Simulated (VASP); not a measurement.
Wanted: the native input for a VASP 6.6.1 run.

```
Task                    : density of states
Functional              : LDA
Potentials or basis     : VASP PAW LDA potentials, release 64 (Mn_pv, Si, Se)
Cutoff                  : 520 eV
k mesh                  : 5 × 5 × 5
Occupations             : fermi-dirac, width 0.05 eV
Spin                    : collinear spin, ferromagnetic start
Starting moments        : [4.0, 0.0, 0.0, 0.0, 0.0] μB
Hubbard terms           : Mn d U = 8 eV
k mesh for the DOS      : 8 × 8 × 8
Occupations for the DOS : tetrahedron
Further INCAR settings  : ALGO = Fast; EDIFF = 1e-06
```

The system is MnSiSe3.

```xyz
5
Lattice="4.8341 0.0000 0.0000 0.0000 4.8341 0.0000 0.0000 0.0000 4.8341" Properties=species:S:1:pos:R:3 pbc="T T T"
Mn    0.0000    0.0000    0.0000
Si    2.4171    2.4171    2.4171
Se    0.0000    2.4171    2.4171
Se    2.4171    0.0000    2.4171
Se    2.4171    2.4171    0.0000
```

The cell was built by a generator and needn't be a form met in nature.

One way to write it, as run:

POSCAR

```
MnSiSe3
1.0
    4.8341200000      0.0000000000      0.0000000000
    0.0000000000      4.8341200000      0.0000000000
    0.0000000000      0.0000000000      4.8341200000
Mn Si Se
1 1 3
Direct
    0.0000000000      0.0000000000      0.0000000000
    0.5000000000      0.5000000000      0.5000000000
    0.0000000000      0.5000000000      0.5000000000
    0.5000000000      0.0000000000      0.5000000000
    0.5000000000      0.5000000000      0.0000000000
```

INCAR.step1

```
SYSTEM = MnSiSe3
ALGO = Fast
EDIFF = 1E-6
ENCUT = 520
GGA = CA
ISIF = 2
ISMEAR = -1
ISPIN = 2
LASPH = .TRUE.
LCHARG = .TRUE.
LDAU = .TRUE.
LDAUJ = 0 0 0
LDAUL = 2 -1 -1
LDAUPRINT = 1
LDAUTYPE = 2
LDAUU = 8 0 0
LMAXMIX = 4
LREAL = .FALSE.
LWAVE = .FALSE.
MAGMOM = 4 0 0 0 0
NELM = 120
PREC = Accurate
SIGMA = 0.05
```

KPOINTS.step1

```
k-points
0
G
  5 5 5
  0 0 0
```

INCAR.step2

```
SYSTEM = MnSiSe3
ALGO = Fast
EDIFF = 1E-6
ENCUT = 520
GGA = CA
ICHARG = 11
ISIF = 2
ISMEAR = -5
ISPIN = 2
LASPH = .TRUE.
LCHARG = .FALSE.
LDAU = .TRUE.
LDAUJ = 0 0 0
LDAUL = 2 -1 -1
LDAUPRINT = 1
LDAUTYPE = 2
LDAUU = 8 0 0
LMAXMIX = 4
LORBIT = 11
LREAL = .FALSE.
LWAVE = .FALSE.
MAGMOM = 4 0 0 0 0
NEDOS = 1001
NELM = 120
PREC = Accurate
SIGMA = 0.05
```

KPOINTS.step2

```
k-points
0
G
  8 8 8
  0 0 0
```

Potentials or basis: VASP PAW LDA potentials, release 64 (Mn_pv, Si, Se).

Run with:

```console
$ cat potpaw_LDA.64/Mn_pv/POTCAR potpaw_LDA.64/Si/POTCAR potpaw_LDA.64/Se/POTCAR > POTCAR
$ cp INCAR.step1 INCAR
$ cp KPOINTS.step1 KPOINTS
$ mpirun -np 1 vasp_std > vasp.out
$ cp INCAR.step2 INCAR
$ cp KPOINTS.step2 KPOINTS
$ mpirun -np 1 vasp_std > vasp.out
```

It gave:

| Property | Result |
| --- | --- |
| Net moment | 5.34 μB per cell |
| Site moments | Mn +4.81; Si +0.02; Se -0.01 μB |
| Valence electrons inside the program's atomic spheres | Mn 11.09; Si 1.54; Se 3.82 |

Caveat: a cell with one magnetic atom can't hold antiferromagnetic order, which such compounds often take.

Run time: 2.6 min on 1 thread of Intel(R) Xeon(R) Platinum 8259CL CPU @ 2.50GHz (Skylake/Cascade Lake) (shared host), peak memory 0.27 GiB.
